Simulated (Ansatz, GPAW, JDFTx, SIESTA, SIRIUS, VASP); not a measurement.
## One calculation of HPbNO4, 7 ways

```
H Pb N O
1.0
     4.27531   -0.00040    0.00636
    -2.08399    5.20775   -0.04907
    -2.12377   -1.86574    4.91491
H Pb N O
1 1 1 4
Direct
  0.99073 0.03330 0.90994
  0.50274 0.81989 0.14287
  0.00838 0.47408 0.50265
  0.99816 0.92741 0.02877
  0.19467 0.73435 0.60852
  0.81673 0.35882 0.24556
  0.01381 0.33121 0.65217
```

The cell comes from a database or a generator and needn't be the stable form of this composition.

Alike in all runs: task single point; functional PBE; k mesh 8 × 6 × 6; occupations fermi-dirac, width 0.05 eV; no spin polarisation; no spin-orbit coupling. Pressure is positive in compression and, in plane waves, holds the error of the finite cutoff, which Ansatz's Pulay term estimates and takes out.

| program and potentials | plane-wave cutoff (eV) | notes | band gap (eV) | pressure (GPa) | largest force (eV/Å) |
| --- | --- | --- | --- | --- | --- |
| JDFTx, PseudoDojo-SR-PBE-0.5-standard (H, N, O) + PseudoDojo-SR-PBE-0.4.1-standard (Pb) with smoothed tails | 1143 | - | 2.79 | 0.03 | 0.210 |
| VASP, PBE PAW files H, N, O, Pb_d, 520 eV | 520 | - | 2.79 | 0.60 | 0.387 |
| Ansatz, all-electron LAPW, scalar-relativistic | - | - | 2.82 | -0.08 | 0.050 |
| GPAW, GPAW PAW data sets (gpaw-data 1.2.1) | 800 | - | 2.81 | -0.29 | 0.119 |
| SIRIUS, PseudoDojo 0.4.1 PBE standard (scalar relativistic) | 1152 | - | 2.79 | 0.03 | 0.210 |
| Ansatz, Ansatz PAW (earlier soft set) | 420 | Pulay term of +0.35 GPa included | 2.82 | 0.07 | - |
| SIESTA, files PseudoDojo sr-pbe-0.4.1-standard, DZP (energy shift 0.003 Ry; two zetas on semicore shells) | - | atomic basis | 2.80 | 2.70 | 1.284 |

Force on atom 4 (O), eV/Å:

```csv
program and potentials,x,y,z
"JDFTx, PseudoDojo-SR-PBE-0.5-standard (H, N, O) + PseudoDojo-SR-PBE-0.4.1-standard (Pb) with smoothed tails",0.001,0.166,-0.128
"VASP, PBE PAW files H, N, O, Pb_d, 520 eV",0.000,-0.079,0.058
"Ansatz, all-electron LAPW, scalar-relativistic",0.000,0.023,-0.018
"GPAW, GPAW PAW data sets (gpaw-data 1.2.1)",-0.001,-0.095,0.071
"SIRIUS, PseudoDojo 0.4.1 PBE standard (scalar relativistic)",0.001,0.166,-0.128
"Ansatz, Ansatz PAW (earlier soft set)",0.000,-0.009,0.006
"SIESTA, files PseudoDojo sr-pbe-0.4.1-standard, DZP (energy shift 0.003 Ry; two zetas on semicore shells)",0.004,-0.336,0.258
```

The band gap spans 2.79 (JDFTx, PseudoDojo-SR-PBE-0.5-standard (H, N, O) + PseudoDojo-SR-PBE-0.4.1-standard (Pb) with smoothed tails) to 2.82 eV (Ansatz, all-electron LAPW, scalar-relativistic), with all-electron results at 2.82. The pressure spans -0.29 (GPAW, GPAW PAW data sets (gpaw-data 1.2.1)) to 2.70 GPa (SIESTA, files PseudoDojo sr-pbe-0.4.1-standard, DZP (energy shift 0.003 Ry; two zetas on semicore shells)), with all-electron results at -0.08. Spin-orbit coupling, left out here, moves the band edges of heavy atoms. The gap is indirect and read on the mesh alone. Rows in atomic bases carry the error of their basis and grid, which can be large.

Differences between rows come from potentials, basis sets and numerical settings, since the functional is the same but for its coding. Runs on potential files found faulty are left out.
